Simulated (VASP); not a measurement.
Input of a VASP 6.6.1 run:

INCAR

```
SYSTEM = RbSnS
ALGO     = Normal         ! electronic algorithm
EDIFF    = 1E-6           ! SCF threshold, eV
EDIFFG   = -0.01          ! ionic threshold
ENCUT    = 600            ! plane-wave cutoff, eV
GGA      = PE             ! functional
IBRION   = 2              ! ionic algorithm
ISIF     = 3              ! what is computed and relaxed
ISMEAR   = 0              ! smearing method
LASPH    = .TRUE.         ! aspherical terms in the spheres
LCHARG   = .FALSE.        ! write CHGCAR
LREAL    = .FALSE.        ! projectors in reciprocal space
LWAVE    = .FALSE.        ! write WAVECAR
NELM     = 80             ! most SCF steps
NSW      = 60             ! ionic steps
PREC     = Accurate       ! precision mode
SIGMA    = 0.05           ! smearing width, eV
```

Contents of KPOINTS:

```
k-points
0
G
  6 6 5
  0 0 0
```

File POSCAR:

```
RbSnS
1.0
    4.6491600000      0.0000000000      0.0000000000
    0.0000000000      4.6491600000      0.0000000000
    0.0000000000      0.0000000000      5.3285700000
Rb Sn S
1 1 1
Direct
    0.0000000000      0.0000000000      0.0000000000
    0.5000000000      0.5000000000      0.5000000000
    0.5000000000      0.5000000000      0.0000000000
```

Potentials or basis: VASP PAW PBE potentials, release 64 (Rb_sv, Sn_d, S).

Command:

```bash
$ cat potpaw_PBE.64/Rb_sv/POTCAR potpaw_PBE.64/Sn_d/POTCAR potpaw_PBE.64/S/POTCAR > POTCAR
$ mpirun -np 1 vasp_std > vasp.out
```

Estimate the space group after relaxing (to 0.05 Å).

P4/mmm (No. 123).

Predict the band gap on the k mesh.

none (metal or under the smearing width).

Predict the relaxed cell.

a = 4.672 Å, b = 4.672 Å, c = 5.393 Å, α = 90.00°, β = 90.00°, γ = 90.00°.

The path:
| step | energy change (eV) | largest force (eV/Å) | pressure (GPa) | volume (Å³) |
| --- | --- | --- | --- | --- |
| 1 | 0.0000 | 0.0000 | 0.62 | 115.18 |
| 2 | -0.0060 | 0.0000 | -0.07 | 117.66 |
| 3 | -0.0065 | 0.0000 | 0.06 | 117.12 |
| 4 | -0.0066 | 0.0000 | 0.03 | 117.41 |
| 5 | -0.0067 | 0.0000 | 0.00 | 117.72 |
